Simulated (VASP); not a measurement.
VASP runs on MgSe (space group Fm-3m) share one base input (PBE GGA, plane waves, VASP's PBE PAW potentials (set 64)) and change the settings named in each case.

INCAR:
```
LREAL = .FALSE.
ENCUT = 300   ! plane-wave cut-off (eV)
EDIFF = 1E-6   ! SCF stop (eV)
ISIF = 2   ! forces and stress, cell fixed
LWAVE = .FALSE.
SIGMA = 0.05   ! width (eV)
LCHARG = .FALSE.
LASPH = .TRUE.
ISMEAR = -1
GGA = PE
SYSTEM = MgSe
PREC = Accurate
ALGO = Normal   ! blocked Davidson
LMAXMIX = 4   ! l cut-off of mixed one-centre charges
NELM = 100   ! most electronic steps
```

**KPOINTS**
```
Automatic mesh
0
Gamma
7 7 7
0 0 0
```

File POSCAR:
```
MgSe
1
    0.0000000000     2.7484870000     2.7484870000
    2.7484870000     0.0000000000     2.7484870000
    2.7484870000     2.7484870000     0.0000000000
Mg Se
1 1
Direct
  0.0000000000   0.0000000000   0.0000000000
  0.5000000000   0.5000000000   0.5000000000
```

POTCAR, in this order: Mg Se (PBE.64 set). Program: vasp_std.

```
change                                                                                                                                                  E(σ→0) (eV/atom)  pressure (GPa)  −TS (eV)
------------------------------------------------------------------------------------------------------------------------------------------------------  ----------------  --------------  --------
base run                                                                                                                                                         -3.7442            0.26    0.0000
EDIFF = 1E-09, ENCUT = 420, KPOINTS 10×10×10 Γ-centred mesh                                                                                                      -3.7453               …    0.0000
ENCUT = 150, SIGMA = 0.2, KPOINTS 8×8×8 Γ-centred mesh                                                                                                           -3.7201           -3.23   -0.0019
EDIFF = 1E-04, ENCUT = 240, ISMEAR = 1, SIGMA = 0.5, KPOINTS 2×2×2 Γ-centred mesh                                                                                -2.9385            6.28    0.0343
ENCUT = 180, GGA removed, ISMEAR = 1, SIGMA = 0.136, KPOINTS 1×1×1 Γ-centred mesh, POTCAR Mg Se (LDA.64 set)                                                      1.7714           42.06    0.0237
EDIFF = 1E-03, ENCUT = 150, ISMEAR = 0, SIGMA = 0.272, KPOINTS 4×4×4 Γ-centred mesh shifted by (0.5, 0.5, 0.5)                                                   -3.7203           -3.17    0.0000
EDIFF = 1E-04, ENCUT = 180, GGA removed, KPOINTS 3×3×3 Γ-centred mesh, POTCAR Mg Se (LDA.64 set)                                                                 -4.1225           -3.64    0.0000
AEXX = 0.2, AGGAC = 0.81, AGGAX = 0.72, ALDAC = 0.19, GGA = B3, HFRCUT = -1, ISYM = 3, LHFCALC = .TRUE., PRECFOCK = Fast, KPOINTS 4×4×4 Γ-centred mesh           -3.9918            1.12    0.0000
AEXX = 0.25, HFSCREEN = 0.2, ISYM = 3, LHFCALC = .TRUE., PRECFOCK = Fast, KPOINTS 4×4×4 Γ-centred mesh                                                           -4.3626           -1.07    0.0000
```

### Question
Some entries are withheld; supply them.

### Answer

- EDIFF = 1E-09, ENCUT = 420, KPOINTS 10×10×10 Γ-centred mesh, pressure (GPa): 0.24

Energies of different potentials or functionals have different zeros.

Left out are runs that ran out of time, are held back, or changed the cell or the kind of run, fixed moments of cells without a moment, rows past the twelfth, gaps on odd meshes, pressures of charged cells and columns that move by less than the noise.

The structure comes from a computed database's MgSe entry; how it stands against other phases isn't given here. The cell was not relaxed at this level, its lattice was scaled by up to 2.5 %.
